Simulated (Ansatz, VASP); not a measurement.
## Mn2ZnAs2: VASP beside Ansatz

```
Mn As Zn
1.0
     4.12567    0.00000    0.00000
    -2.06284    3.57294    0.00000
     0.00000    0.00000    6.61477
Mn As Zn
2 2 1
Direct
  0.33330 0.66670 0.36944
  0.66670 0.33330 0.63056
  0.33330 0.66670 0.76793
  0.66670 0.33330 0.23207
  0.00000 0.00000 0.00000
```

Alike in both runs: task single point; functional PBE; k mesh 5 × 5 × 3; occupations fermi-dirac, width 0.0768 eV; no spin polarisation.

```csv
,VASP,Ansatz
version,VASP 6.6.1,Ansatz 0.2.0
potentials or method,"VASP PAW PBE potentials, release 64 (Mn_pv, As, Zn)",PAW plane waves
plane-wave cutoff (eV),520,420
valence electrons in the cell,48,72
```

|  | VASP | Ansatz | Ansatz less VASP |
| --- | --- | --- | --- |
| gap on the k mesh at the Fermi level (eV) | none | none | - |
| pressure (GPa) | -16.4 | -16.5 | -0.17 |
| largest component of the traceless stress (GPa) | 1.87 | 1.88 | +0.007 |
| rms of the force components (eV/Å) | 0.794 | 0.799 | +0.0048 |

Atom by atom the forces differ by 0.005 eV/Å (rms over components). A gap of «none» marks a metal or a gap that the smearing closes. The two sets of potentials don't hold the same shells in valence. Ansatz warned: «structure_snapped_to_symmetry».

Caveats: so large a pressure means that the cell lies far from this level's equilibrium, or that cutoff or potentials fall short (VASP); forces of over 1 eV/Å show positions far from the minimum, so gaps and moduli don't describe the material at rest. Spin polarisation is off, so any magnetic state and its effect on volume and gap are missing.
